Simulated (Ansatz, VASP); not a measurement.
## Cross-check of ZnGa39O60 (partly crystallised Ga2O3) between VASP and Ansatz

Wanted: the spread between two codes on one cell, functional and k mesh. Of the first pair: The structure shown is the start of the Ansatz relaxation below; VASP solves that cell, so the two are compared at the walk's first step.

Program: Ansatz 0.2.0. Level of theory: plane waves, with VASP 6.6.1 beside it; single point at LDA. Results are calculated unless marked as measured.

**1. Set-up**

The cell holds 100 atoms: 39 Ga, 1 Zn and 60 O. Cell: a = 10.071 Å, b = 10.071 Å, c = 10.071 Å, α = 90.0°, β = 90.0°, γ = 90.0°. It derives from Ga2O3 (partly crystallised Ga2O3). As first built, before any earlier steps moved the atoms (in the runner's words): 100 atoms (40 Fe, 60 O) placed at random at 4.44 g/cm^3, melted at 5000 K for 10 ps at fixed volume with the Morse and Coulomb pair potential with partial charges (Pedone, Malavasi, Menziani, Cormack and Segre, J. Phys. Chem. B 110, 11780 (2006)). Quenched from 5000 K to 300 K at 100 K/ps and fixed volume, held 10 ps at zero pressure, then minimised at fixed cell. Then Fe was replaced by Ga and the cell scaled by 1.003 (the potential has no terms for the new elements, so the cell is a start for a DFT relaxation). Nearest the centre at fractional (0.402, 0.631, 0.998): Zn40 at 0.00 Å, O76 at 1.86 Å, O46 at 1.86 Å, O79 at 2.05 Å, O60 at 2.08 Å, O42 at 2.19 Å, O47 at 2.24 Å, Ga33 at 2.82 Å.

**2. Ansatz: relaxation, LDA**

Ansatz runs on its PAW soft_1 files.

The two programs are compared at the cell with which this relaxation starts, whose forces are those of its first step.

input.yaml

```yaml
crystal:
  lattice:
    - [10.07124, 0.0, 0.0]
    - [0.0, 10.07124, 0.0]
    - [0.0, 0.0, 10.07124]
  atoms:
    - { symbol: Ga, position: [0.64097, 0.90602, 0.69452] }
    - { symbol: Ga, position: [0.40062, 0.23719, 0.0297] }
[... 1 atom line left out ...]
    - { symbol: Ga, position: [0.91674, 0.47842, 0.4261] }
[... 4 atom lines left out ...]
    - { symbol: Ga, position: [0.1434, 0.93838, 0.30574] }
[... 2 atom lines left out ...]
    - { symbol: Ga, position: [0.88503, 0.59637, 0.98103] }
[... 1 atom line left out ...]
    - { symbol: Ga, position: [0.68434, 0.70556, 0.49457] }
[... 6 atom lines left out ...]
    - { symbol: Ga, position: [0.67012, 0.2286, 0.64265] }
    - { symbol: Ga, position: [0.11848, 0.62159, 0.2041] }
    - { symbol: Ga, position: [0.63588, 0.55766, 0.73625] }
    - { symbol: Ga, position: [0.67365, 0.61306, 0.2318] }
[... 7 atom lines left out ...]
    - { symbol: Ga, position: [0.1421, 0.71067, 0.50397] }
    - { symbol: Ga, position: [0.64935, 0.82865, 0.02866] }
    - { symbol: Ga, position: [0.38524, 0.43118, 0.80192] }
[... 1 atom line left out ...]
    - { symbol: Ga, position: [0.40134, 0.04096, 0.22537] }
[... 1 atom line left out ...]
    - { symbol: Ga, position: [0.63397, 0.28403, 0.3122] }
[... 1 atom line left out ...]
    - { symbol: Ga, position: [0.65288, 0.93278, 0.31383] }
[... 1 atom line left out ...]
    - { symbol: O, position: [0.47473, 0.42589, 0.00561], spin: 0.6 }
[... 1 atom line left out ...]
    - { symbol: O, position: [0.57337, 0.74426, 0.33458] }
    - { symbol: O, position: [0.79951, 0.53507, 0.12782] }
    - { symbol: O, position: [0.56202, 0.67653, 0.07927], spin: 0.6 }
    - { symbol: O, position: [0.23887, 0.51138, 0.9061], spin: 0.6 }
[... 1 atom line left out ...]
    - { symbol: O, position: [0.55064, 0.46877, 0.29611] }
[... 1 atom line left out ...]
    - { symbol: O, position: [0.55675, 0.58066, 0.56442] }
    - { symbol: O, position: [0.09969, 0.75218, 0.32799] }
[... 1 atom line left out ...]
    - { symbol: O, position: [0.75601, 0.49753, 0.865] }
[... 1 atom line left out ...]
    - { symbol: O, position: [0.33814, 0.4521, 0.62585] }
[... 1 atom line left out ...]
    - { symbol: O, position: [0.47879, 0.85393, 0.61411] }
[... 1 atom line left out ...]
    - { symbol: O, position: [0.31581, 0.59687, 0.18233], spin: 0.6 }
[... 1 atom line left out ...]
    - { symbol: O, position: [0.08369, 0.93815, 0.1186] }
[... 4 atom lines left out ...]
    - { symbol: O, position: [0.31781, 0.87286, 0.23649] }
    - { symbol: O, position: [0.22021, 0.71918, 0.69332] }
[... 2 atom lines left out ...]
    - { symbol: O, position: [0.06237, 0.86618, 0.8506] }
    - { symbol: O, position: [0.34955, 0.05532, 0.03418] }
[... 1 atom line left out ...]
    - { symbol: O, position: [0.28476, 0.99562, 0.80069] }
[... 1 atom line left out ...]
    - { symbol: O, position: [0.28595, 0.76863, 0.96071], spin: 0.6 }
    - { symbol: O, position: [0.77466, 0.82951, 0.18428] }
    - { symbol: O, position: [0.57391, 0.89071, 0.87201] }
    - { symbol: O, position: [0.46677, 0.61029, 0.80667], spin: 0.6 }
    - { symbol: O, position: [0.24527, 0.32492, 0.11849] }
    - { symbol: O, position: [0.04114, 0.67789, 0.04937] }
    - { symbol: O, position: [0.47661, 0.23568, 0.20721] }
[... 2 atom lines left out ...]
    - { symbol: O, position: [0.57589, 0.36951, 0.75453] }
    - { symbol: O, position: [0.72769, 0.71504, 0.68379] }
    - { symbol: O, position: [0.57495, 0.97127, 0.13594] }
[... 6 atom lines left out ...]
    - { symbol: O, position: [0.81844, 0.76965, 0.94278] }
[... 4 atom lines left out ...]
    - { symbol: O, position: [0.31447, 0.27126, 0.86251] }
    - { symbol: O, position: [0.97524, 0.41053, 0.96812] }
magnetization:
  spin_polarized: true
kpoints:
  mp_grid: { grid: [1, 1, 1] }
hamiltonian:
  xc: lda
  pseudopotentials: { kind: paw, azcp: { folder: soft_1 }, xc_functional: pbe }
scf:
  occupations: { method: fermi_dirac, width: 0.025 }
  lower_state_search: "off"
output:
  forces: true
  eigenvalues: true
relax:
  f_tol: 0.05
  max_steps: 90
```

Started as:

```console
$ ansatz run input.yaml --threads 4 --pin off --max-ram 8192MiB --backend cpu --events-out ev --progress --plain --runs-dir out
```

Numbers of over 12 decimals in the logs are rounded to 6 here.

Output:

```text
Engine: ansatz 0.2.0, x86_64-unknown-linux-gnu
Pseudopotentials: kind: paw
Pseudopotential: Ga, paw, valence charge 13, recommended cutoff 420 eV (normal), soft_1/Ga.paw.azcp
Pseudopotential: Zn, paw, valence charge 12, recommended cutoff 420 eV (normal), soft_1/Zn.paw.azcp
Pseudopotential: O, paw, valence charge 6, recommended cutoff 420 eV (normal), soft_1/O.paw.azcp
Functional definition: SPW92
  exchange = slater_x
  correlation = pw_c
Crystal: 100 atoms, lattice volume = 1021.525 Å³
Basis set: ecut = 420 eV, 20005 PW (Γ)
Bands: 542, of which v1, the nominal top of the filled ones, is band 440 counted from 1 (439 counted from 0)
Symmetry: 1 space group operations
Space group: P1 (ITA 1), of the structure as read, at distance tolerance 1.0e-4 Å
Magnetic group: BNS 1.1 (UNI 1), of the structure as read, at distance tolerance 1.0e-4 Å
k-points: 1
Non-local potential: Ga, projectors of the file, l = 0: 2, l = 1: 2, l = 2: 3, l = 3: 1
Non-local potential: Zn, projectors of the file, l = 0: 2, l = 1: 2, l = 2: 3, l = 3: 1
Non-local potential: O, projectors of the file, l = 0: 2, l = 1: 2, l = 2: 1
PAW form: soft (Blöchl's): semilocal exchange-correlation on the pseudo side does not see the compensation charge
PAW frozen core: Ga, regenerated for the run's functional, and the local potential with it (the file was generated under x = pbe(κ = 0.804, μ = 0.219515), c = pbe(β = 0.066725))
PAW frozen core: Zn, regenerated for the run's functional, and the local potential with it (the file was generated under x = pbe(κ = 0.804, μ = 0.219515), c = pbe(β = 0.066725))
PAW frozen core: O, regenerated for the run's functional, and the local potential with it (the file was generated under x = pbe(κ = 0.804, μ = 0.219515), c = pbe(β = 0.066725))
PAW one-centre angular grid: Ga, 590 points (default); XC on 64 Gauss nodes
PAW one-centre angular grid: Zn, 590 points (default); XC on 64 Gauss nodes
PAW one-centre angular grid: O, 110 points (default); XC on 64 Gauss nodes
Initial density: superposition of atomic densities (chi_scale 0.1, normalization cell, long waves kept (reshape's long-wave potential 0.18 eV rms))
Starting moments: Σ|m| = 4.2 μB on 7 of 100 sites
Initial wavefunctions: pseudopotential atomic-orbital guess
Functional: x = slater, c = lda
SCF iter   1: F=—  HF=-181187.019374 eV  |F-HF|=—  |Δ(HF+E_count)|=         —  Δρ=6.13e-2 (↑5.79e-2 ↓6.13e-2)  dr2=6.31e1  dr2_m=1.92e0  M=0.743 μB ∫|m|=1.473 μB  β_m=0.30  ethr=3.10e-3  ⟨swp⟩=6.0  Hψ=3897  notcnv=0
preconditioner: auto → Resta (q_TF=auto, 2.661 Å⁻¹)  ε∞=4.4  [insulator: Δε(μ)=0.072 eV  Ē_g=18.776 eV  σ=0.025 eV  W_gap=0.60  n_scr=340 (ndim 8)  ℏωp=34.4 eV  f_vac=0.009  D(μ)=16.94/eV (n_scr^D=80)  ε∞_Penn≈4.4]
spin=Collinear: Resta preconditioning applied to the charge; magnetization (m = ρ↑ − ρ↓) channel mixes plain (no charge-response kernel on spin).
SCF iter   2: F=—  HF=-181175.645904 eV  |F-HF|=—  |Δ(HF+E_count)|=    1.14e1  Δρ=4.21e-2 (↑3.89e-2 ↓4.21e-2)  dr2=3.13e1  dr2_m=1.18e0  M=0.994 μB ∫|m|=1.505 μB  β_m=0.30  ethr=3.10e-3  ⟨swp⟩=3.0  Hψ=2022  notcnv=0  defer=192
SCF iter   3: F=—  HF=-181168.243651 eV  |F-HF|=—  |Δ(HF+E_count)|=    7.40e0  Δρ=2.48e-2 (↑1.80e-2 ↓2.48e-2)  dr2=1.19e1  dr2_m=8.34e-1  M=0.982 μB ∫|m|=1.449 μB  β_m=0.30  ethr=3.10e-3  ⟨swp⟩=3.0  Hψ=1729  notcnv=0  defer=192
SCF iter   4: F=—  HF=-181165.608532 eV  |F-HF|=—  |Δ(HF+E_count)|=    2.64e0  Δρ=1.79e-2 (↑1.21e-2 ↓1.79e-2)  dr2=9.20e0  dr2_m=6.13e-1  M=0.220 μB ∫|m|=0.716 μB  β_m=0.30  ethr=1.36e-3  ⟨swp⟩=3.0  Hψ=1264  notcnv=0  defer=190
SCF iter   5: F=—  HF=-181165.066626 eV  |F-HF|=—  |Δ(HF+E_count)|=   5.42e-1  Δρ=1.14e-2 (↑7.54e-3 ↓1.14e-2)  dr2=2.97e0  dr2_m=2.13e-1  M=0.992 μB ∫|m|=1.256 μB  β_m=0.30  ethr=1.05e-3  ⟨swp⟩=2.0  Hψ=1289  notcnv=0  defer=190
SCF iter   6: F=—  HF=-181164.494767 eV  |F-HF|=—  |Δ(HF+E_count)|=   5.72e-1  Δρ=6.50e-3 (↑4.50e-3 ↓6.50e-3)  dr2=7.09e-1  dr2_m=1.11e-1  M=0.882 μB ∫|m|=1.077 μB  β_m=0.30  ethr=3.38e-4  ⟨swp⟩=2.0  Hψ=2042  notcnv=0  defer=192
SCF iter   7: F=—  HF=-181164.545865 eV  |F-HF|=—  |Δ(HF+E_count)|=   5.11e-2  Δρ=6.45e-3 (↑3.20e-3 ↓6.45e-3)  dr2=7.34e-1  dr2_m=1.23e-1  M=0.939 μB ∫|m|=1.143 μB  β_m=0.30  ethr=8.07e-5  ⟨swp⟩=3.0  Hψ=1681  notcnv=0  defer=192
SCF iter   8: F=—  HF=-181164.541184 eV  |F-HF|=—  |Δ(HF+E_count)|=   4.68e-3  Δρ=3.19e-3 (↑2.46e-3 ↓3.19e-3)  dr2=1.62e-1  dr2_m=3.89e-2  M=0.987 μB ∫|m|=1.134 μB  β_m=0.30  ethr=8.07e-5  ⟨swp⟩=2.5  Hψ=911  notcnv=0  defer=192
SCF iter   9: F=—  HF=-181164.571063 eV  |F-HF|=—  |Δ(HF+E_count)|=   2.99e-2  Δρ=3.93e-3 (↑1.47e-3 ↓3.93e-3)  dr2=2.35e-1  dr2_m=4.31e-2  M=0.958 μB ∫|m|=1.085 μB  β_m=0.30  ethr=1.84e-5  ⟨swp⟩=2.0  Hψ=2027  notcnv=0  defer=192
[...]
--- Relaxed structure (12 steps of the walk, 10 accepted, 0 SCFs on fresh bases) ---
  F+E_penalty+E_count = -181165.31408894 eV   max|allowed force component| = 2.991e-2 eV/Å
  atoms:
    - { symbol: Ga, position: [0.641877, 0.899210, 0.701120] }
    - { symbol: Ga, position: [0.403588, 0.237039, 0.028158] }
    - { symbol: Zn, position: [0.408701, 0.662055, 0.999692] }
    - { symbol: Ga, position: [0.912121, 0.475371, 0.426057] }
    - { symbol: Ga, position: [0.395496, 0.689536, 0.639506] }
    - { symbol: Ga, position: [0.415158, 0.016277, 0.544877] }
    - { symbol: Ga, position: [0.182081, 0.397566, 0.538676] }
    - { symbol: Ga, position: [0.895056, 0.160746, 0.334631] }
    - { symbol: Ga, position: [0.143717, 0.943476, 0.300919] }
    - { symbol: Ga, position: [0.461645, 0.031088, 0.863378] }
    - { symbol: Ga, position: [0.154544, 0.267833, 0.278449] }
    - { symbol: Ga, position: [0.882319, 0.595687, 0.981400] }
    - { symbol: Ga, position: [0.643368, 0.355192, 0.933977] }
    - { symbol: Ga, position: [0.679822, 0.705100, 0.492985] }
    - { symbol: Ga, position: [0.387054, 0.731258, 0.312501] }
    - { symbol: Ga, position: [0.462305, 0.427565, 0.484098] }
    - { symbol: Ga, position: [0.695977, 0.107898, 0.076353] }
    - { symbol: Ga, position: [0.895546, 0.371989, 0.149170] }
    - { symbol: Ga, position: [0.201032, 0.169733, 0.746306] }
    - { symbol: Ga, position: [0.923243, 0.869578, 0.075588] }
    - { symbol: Ga, position: [0.671060, 0.226976, 0.641903] }
    - { symbol: Ga, position: [0.117602, 0.624668, 0.207666] }
    - { symbol: Ga, position: [0.635228, 0.552745, 0.731934] }
    - { symbol: Ga, position: [0.671692, 0.608334, 0.231709] }
    - { symbol: Ga, position: [0.200108, 0.951197, 0.978698] }
[...]
- { symbol: Ga, position: [0.654180, 0.826672, 0.031799] }
    - { symbol: Ga, position: [0.382083, 0.437297, 0.810864] }
    - { symbol: Ga, position: [0.148223, 0.671512, 0.876214] }
    - { symbol: Ga, position: [0.403128, 0.044630, 0.229021] }
    - { symbol: Ga, position: [0.385580, 0.430530, 0.206361] }
    - { symbol: Ga, position: [0.632592, 0.279469, 0.309235] }
    - { symbol: Ga, position: [0.144603, 0.340626, 0.956746] }
    - { symbol: Ga, position: [0.657098, 0.930914, 0.310603] }
    - { symbol: O, position: [0.728152, 0.110032, 0.268713] }
    - { symbol: O, position: [0.475409, 0.416561, 0.00192253] }
    - { symbol: O, position: [0.831962, 0.230913, 0.771647] }
    - { symbol: O, position: [0.570391, 0.742798, 0.334527] }
    - { symbol: O, position: [0.802646, 0.533493, 0.130179] }
    - { symbol: O, position: [0.575038, 0.671716, 0.079972] }
    - { symbol: O, position: [0.227520, 0.504979, 0.899163] }
    - { symbol: O, position: [0.318597, 0.670321, 0.469585] }
    - { symbol: O, position: [0.549551, 0.464628, 0.292940] }
    - { symbol: O, position: [0.999789, 0.814572, 0.595737] }
    - { symbol: O, position: [0.554555, 0.576162, 0.559713] }
    - { symbol: O, position: [0.099626, 0.757167, 0.333000] }
    - { symbol: O, position: [0.040625, 0.075859, 0.672307] }
    - { symbol: O, position: [0.755897, 0.496721, 0.864143] }
    - { symbol: O, position: [0.089858, 0.335358, 0.705326] }
    - { symbol: O, position: [0.338403, 0.441471, 0.626438] }
    - { symbol: O, position: [0.982285, 0.00494391, 0.380596] }
    - { symbol: O, position: [0.487899, 0.845319, 0.612034] }
    - { symbol: O, position: [0.838302, 0.024562, 0.995001] }
    - { symbol: O, position: [0.310912, 0.602922, 0.190112] }
    - { symbol: O, position: [0.066866, 0.538627, 0.514013] }
    - { symbol: O, position: [0.081568, 0.942598, 0.120055] }
    - { symbol: O, position: [0.737992, 0.288655, 0.074916] }
    - { symbol: O, position: [0.787714, 0.606212, 0.387521] }
[...]
- { symbol: O, position: [0.978745, 0.612706, 0.803921] }
    - { symbol: O, position: [0.818218, 0.768922, 0.941394] }
    - { symbol: O, position: [0.996302, 0.219380, 0.190290] }
    - { symbol: O, position: [0.557352, 0.075909, 0.682459] }
    - { symbol: O, position: [0.304018, 0.387198, 0.377453] }
    - { symbol: O, position: [0.236841, 0.106653, 0.292891] }
    - { symbol: O, position: [0.316958, 0.269248, 0.858557] }
    - { symbol: O, position: [0.973376, 0.409400, 0.967587] }
```

(Part 1 of 3 ends here.)

[Lines on the potential files, build, host, timing and source positions are cut from VASP's logs without a mark.]

[Logs are printed without paths, hosts, clocks, repeated set-up lines and the standing remarks that a program may print on its own settings, such as how far it seeks lower states.]

[Hosts, paths, dates, database ids (printed as entryN), source tags and the programs' standing remarks are cut or masked in the printed files.]
